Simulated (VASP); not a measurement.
OSZICAR of a VASP run on Sn (relaxed from the hcp structure, space group P6_3/mmc):

File OSZICAR:
```
       N       E                     dE             d eps       ncg     rms          rms(c)
DAV:   1     0.143940750333E+03    0.14394E+03   -0.13874E+04  2322   0.219E+03
DAV:   2    -0.368089793867E+02   -0.18075E+03   -0.17888E+03  2328   0.412E+02
DAV:   3    -0.528058874767E+02   -0.15997E+02   -0.15818E+02  2606   0.131E+02
DAV:   4    -0.532718105994E+02   -0.46592E+00   -0.46428E+00  2604   0.250E+01
DAV:   5    -0.532896679145E+02   -0.17857E-01   -0.17856E-01  3024   0.443E+00    0.320E+00
DAV:   6    -0.504463047626E+02    0.28434E+01   -0.11818E+00  2442   0.204E+01    0.154E+00
DAV:   7    -0.482744062830E+02    0.21719E+01   -0.48367E-01  2348   0.636E+00    0.508E-01
DAV:   8    -0.490086908743E+02   -0.73428E+00   -0.53371E-01  2342   0.546E+00    0.578E-01
DAV:   9    -0.490240797843E+02   -0.15389E-01   -0.30264E-02  2422   0.142E+00    0.190E-01
DAV:  10    -0.490191323100E+02    0.49475E-02   -0.18417E-02  2338   0.967E-01    0.184E-01
DAV:  11    -0.490246948345E+02   -0.55625E-02   -0.14544E-03  2328   0.272E-01    0.135E-01
DAV:  12    -0.490263094065E+02   -0.16146E-02   -0.59963E-03  2340   0.559E-01    0.271E-02
DAV:  13    -0.490266426051E+02   -0.33320E-03   -0.33034E-04  2462   0.211E-01    0.203E-02
DAV:  14    -0.490275645064E+02   -0.92190E-03   -0.24182E-04  2320   0.109E-01    0.739E-03
DAV:  15    -0.490277959464E+02   -0.23144E-03   -0.54477E-04  2362   0.146E-01    0.834E-03
DAV:  16    -0.490278955573E+02   -0.99611E-04   -0.47367E-05  2312   0.538E-02    0.434E-03
DAV:  17    -0.490278891811E+02    0.63761E-05   -0.19921E-05  1850   0.348E-02    0.190E-03
DAV:  18    -0.490279126314E+02   -0.23450E-04   -0.81431E-06  1802   0.241E-02    0.461E-04
DAV:  19    -0.490279123488E+02    0.28262E-06   -0.24694E-07  1194   0.593E-03
   1 F= -.49027912E+02 E0= -.49027778E+02  d E =-.490279E+02
       N       E                     dE             d eps       ncg     rms          rms(c)
DAV:   1    -0.491128008003E+02   -0.84888E-01   -0.23316E+00  2524   0.136E+01    0.144E+00
DAV:   2    -0.490627395882E+02    0.50061E-01   -0.12813E-01  2430   0.459E+00    0.913E-01
DAV:   3    -0.490347558699E+02    0.27984E-01   -0.35024E-02  2928   0.278E+00    0.321E-02
DAV:   4    -0.490373484547E+02   -0.25926E-02   -0.73353E-03  2374   0.974E-01    0.397E-02
DAV:   5    -0.490361223898E+02    0.12261E-02   -0.54481E-04  2880   0.263E-01    0.642E-02
DAV:   6    -0.490376867201E+02   -0.15643E-02   -0.11603E-03  2794   0.381E-01    0.246E-02
DAV:   7    -0.490376920610E+02   -0.53408E-05   -0.53395E-05  2860   0.825E-02    0.189E-02
DAV:   8    -0.490377084936E+02   -0.16433E-04   -0.72673E-06  1954   0.304E-02    0.139E-02
DAV:   9    -0.490377132633E+02   -0.47697E-05   -0.14507E-06  1780   0.214E-02    0.453E-03
DAV:  10    -0.490377161925E+02   -0.29292E-05   -0.23198E-06  1792   0.180E-02    0.362E-03
DAV:  11    -0.490377163416E+02   -0.14914E-06   -0.15524E-07  1152   0.580E-03
   2 F= -.49037716E+02 E0= -.49037222E+02  d E =-.980399E-02
       N       E                     dE             d eps       ncg     rms          rms(c)
DAV:   1    -0.490563261139E+02   -0.18610E-01   -0.55487E-01  2514   0.663E+00    0.703E-01
DAV:   2    -0.490443918657E+02    0.11934E-01   -0.30382E-02  2654   0.248E+00    0.444E-01
DAV:   3    -0.490378182598E+02    0.65736E-02   -0.79981E-03  2948   0.171E+00    0.169E-02
DAV:   4    -0.490384402759E+02   -0.62202E-03   -0.20994E-03  2368   0.517E-01    0.190E-02
DAV:   5    -0.490380186708E+02    0.42161E-03   -0.18448E-04  2854   0.146E-01    0.342E-02
DAV:   6    -0.490385161565E+02   -0.49749E-03   -0.32030E-04  2796   0.193E-01    0.109E-02
DAV:   7    -0.490385297944E+02   -0.13638E-04   -0.19089E-05  2434   0.414E-02    0.911E-03
DAV:   8    -0.490385296157E+02    0.17869E-06   -0.26103E-07  1174   0.540E-03
   3 F= -.49038530E+02 E0= -.49038280E+02  d E =-.106173E-01
       N       E                     dE             d eps       ncg     rms          rms(c)
DAV:   1    -0.490393054307E+02   -0.77564E-03   -0.22580E-02  2522   0.134E+00    0.142E-01
DAV:   2    -0.490388320607E+02    0.47337E-03   -0.12095E-03  2934   0.589E-01    0.904E-02
DAV:   3    -0.490385469872E+02    0.28507E-03   -0.32385E-04  2938   0.430E-01    0.342E-03
DAV:   4    -0.490385832141E+02   -0.36227E-04   -0.11696E-04  2350   0.128E-01    0.404E-03
DAV:   5    -0.490385671084E+02    0.16106E-04   -0.74036E-06  2268   0.314E-02    0.654E-03
DAV:   6    -0.490385862734E+02   -0.19165E-04   -0.13484E-05  2066   0.395E-02    0.230E-03
DAV:   7    -0.490385861013E+02    0.17215E-06   -0.83096E-07  1194   0.113E-02
   4 F= -.49038586E+02 E0= -.49038268E+02  d E =-.106738E-01
       N       E                     dE             d eps       ncg     rms          rms(c)
DAV:   1    -0.490386422703E+02   -0.55997E-04   -0.17963E-03  2522   0.378E-01    0.400E-02
DAV:   2    -0.490386008711E+02    0.41399E-04   -0.98354E-05  3092   0.173E-01    0.254E-02
DAV:   3    -0.490385823402E+02    0.18531E-04   -0.24016E-05  2746   0.123E-01    0.937E-04
DAV:   4    -0.490385809259E+02    0.14143E-05   -0.11216E-05  2324   0.388E-02    0.121E-03
DAV:   5    -0.490385756538E+02    0.52722E-05   -0.87782E-07  1454   0.110E-02    0.204E-03
DAV:   6    -0.490385822557E+02   -0.66020E-05   -0.15614E-06  1790   0.141E-02    0.681E-04
DAV:   7    -0.490385834733E+02   -0.12176E-05   -0.24122E-07  1152   0.600E-03    0.567E-04
DAV:   8    -0.490385834681E+02    0.51773E-08   -0.21654E-08  1152   0.232E-03
   5 F= -.49038583E+02 E0= -.49038285E+02  d E =-.106711E-01
       N       E                     dE             d eps       ncg     rms          rms(c)
DAV:   1    -0.490394568180E+02   -0.87334E-03   -0.20265E-02  2522   0.249E+00    0.159E-01
DAV:   2    -0.490387514023E+02    0.70542E-03   -0.12050E-03  2772   0.591E-01    0.726E-02
DAV:   3    -0.490385301527E+02    0.22125E-03   -0.59598E-04  2990   0.384E-01    0.102E-02
DAV:   4    -0.490385706458E+02   -0.40493E-04   -0.18415E-04  2366   0.829E-02    0.470E-03
DAV:   5    -0.490385908760E+02   -0.20230E-04   -0.75190E-06  1798   0.241E-02    0.284E-03
DAV:   6    -0.490385962777E+02   -0.54018E-05   -0.42736E-06  1814   0.184E-02    0.213E-03
DAV:   7    -0.490385966126E+02   -0.33484E-06   -0.37970E-07  1152   0.737E-03
   6 F= -.49038597E+02 E0= -.49038305E+02  d E =-.131444E-04
```

Question: Which electronic solver shows in the log?

Answer: It is blocked Davidson (ALGO = Normal, or the opening steps of other solvers). The INCAR had ALGO = Normal.

Question: Can the final energy be trusted as converged?

Answer: Self-consistency was reached. It stopped with EDIFF = 1E-6, NELM = 100, NSW = 60 and EDIFFG = -0.01 after 6 ionic steps (r2SCAN meta-GGA, plane waves, VASP's PBE PAW potentials (set 64)).

The structure was generated: Sn was put into the hcp type (P6_3/mmc), which need not be its known phase. This run relaxes it. Symmetry was kept, so distortions that lower it aren't found.
